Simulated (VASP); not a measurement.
# Si₅₃P: relaxation of the atoms

Si₅₃P, defect, 54 atoms in the cell. PBE; PAW potentials P, Si (PBE set).

## Input

INCAR:
```
SYSTEM = Si53P
GGA = PE ; PREC = Normal
ENCUT = 300 ; EDIFF = 1E-6
ISMEAR = 0 ; SIGMA = 0.02
LREAL = Auto ; LASPH = .True.
ALGO = Normal ; NELM = 100
IBRION = 2 ; NSW = 80
EDIFFG = -0.02 ; ISIF = 2
NCORE = 2 ; LWAVE = .False.
LCHARG = .False. ; ISPIN = 2
MAGMOM = 0.2 0 0 0 0 0 0 0 0 0 0 0 0 0 0 0 0 0 0 0 0 0 0 0 0 0 0 0.2 0 0.2 0 0 0 0.2 0 0 0 0 0 0 0 0 0 0 0 0.2 0 0 0 0 0 0 0 0 ; LORBIT = 11
NUPDOWN = 1
```

KPOINTS:
```
k-points
0
Gamma
  1 1 1
```

POSCAR:
```
Si53P
1.0
    0.0000000000      8.1655535595      8.1655535595
    8.1655535595      0.0000000000      8.1655535595
    8.1655535595      8.1655535595      0.0000000000
P Si
1 53
Direct
    0.1673690000      0.1683170000      0.1654790000
    0.1666670000      0.1666670000      0.5000000000
    0.1666670000      0.1666670000      0.8333330000
    0.1666670000      0.5000000000      0.1666670000
    0.1666670000      0.5000000000      0.5000000000
    0.1666670000      0.5000000000      0.8333330000
    0.1666670000      0.8333330000      0.1666670000
    0.1666670000      0.8333330000      0.5000000000
    0.1666670000      0.8333330000      0.8333330000
    0.5000000000      0.1666670000      0.1666670000
    0.5000000000      0.1666670000      0.5000000000
    0.5000000000      0.1666670000      0.8333330000
    0.5000000000      0.5000000000      0.1666670000
    0.5000000000      0.5000000000      0.5000000000
    0.5000000000      0.5000000000      0.8333330000
    0.5000000000      0.8333330000      0.1666670000
    0.5000000000      0.8333330000      0.5000000000
    0.5000000000      0.8333330000      0.8333330000
    0.8333330000      0.1666670000      0.1666670000
    0.8333330000      0.1666670000      0.5000000000
    0.8333330000      0.1666670000      0.8333330000
    0.8333330000      0.5000000000      0.1666670000
    0.8333330000      0.5000000000      0.5000000000
    0.8333330000      0.5000000000      0.8333330000
    0.8333330000      0.8333330000      0.1666670000
    0.8333330000      0.8333330000      0.5000000000
    0.8333330000      0.8333330000      0.8333330000
    0.2484650000      0.2475260000      0.2501480000
    0.2500000000      0.2500000000      0.5833330000
    0.2493390000      0.2568670000      0.9145560000
    0.2500000000      0.5833330000      0.2500000000
    0.2500000000      0.5833330000      0.5833330000
    0.2500000000      0.5833330000      0.9166670000
    0.2553160000      0.9149870000      0.2465310000
    0.2500000000      0.9166670000      0.5833330000
    0.2500000000      0.9166670000      0.9166670000
    0.5833330000      0.2500000000      0.2500000000
    0.5833330000      0.2500000000      0.5833330000
    0.5833330000      0.2500000000      0.9166670000
    0.5833330000      0.5833330000      0.2500000000
    0.5833330000      0.5833330000      0.5833330000
    0.5833330000      0.5833330000      0.9166670000
    0.5833330000      0.9166670000      0.2500000000
    0.5833330000      0.9166670000      0.5833330000
    0.5833330000      0.9166670000      0.9166670000
    0.9194420000      0.2514510000      0.2523770000
    0.9166670000      0.2500000000      0.5833330000
    0.9166670000      0.2500000000      0.9166670000
    0.9166670000      0.5833330000      0.2500000000
    0.9166670000      0.5833330000      0.5833330000
    0.9166670000      0.5833330000      0.9166670000
    0.9166670000      0.9166670000      0.2500000000
    0.9166670000      0.9166670000      0.5833330000
    0.9166670000      0.9166670000      0.9166670000
```

Commands:
```
cat potpaw_PBE.64/P/POTCAR potpaw_PBE.64/Si/POTCAR > POTCAR
mpirun -np 4 vasp_gam > vasp.out
```

## Result

- Ionic steps: 10
- SCF steps in all: 59

Ionic steps:

| Step | Energy (eV) | Largest force (eV/A) | SCF steps |
|---|---|---|---|
| 1 | -276.17047 | 0.7759 | 15 |
| 2 | -276.27137 | 0.1949 | 8 |
| 3 | -276.27142 | 0.1821 | 3 |
| 4 | -276.27793 | 0.0745 | 7 |
| 5 | -276.27871 | 0.0854 | 5 |
| 6 | -276.28052 | 0.0469 | 5 |
| 7 | -276.28072 | 0.0370 | 4 |
| 8 | -276.28140 | 0.0287 | 4 |
| 9 | -276.28158 | 0.0248 | 4 |
| 10 | -276.28196 | 0.0174 | 4 |

VASP 6.6.1 took 208 s on 4 cores (Intel Xeon Platinum 8375C @ 2.90GHz (Ice Lake)), a shared host.
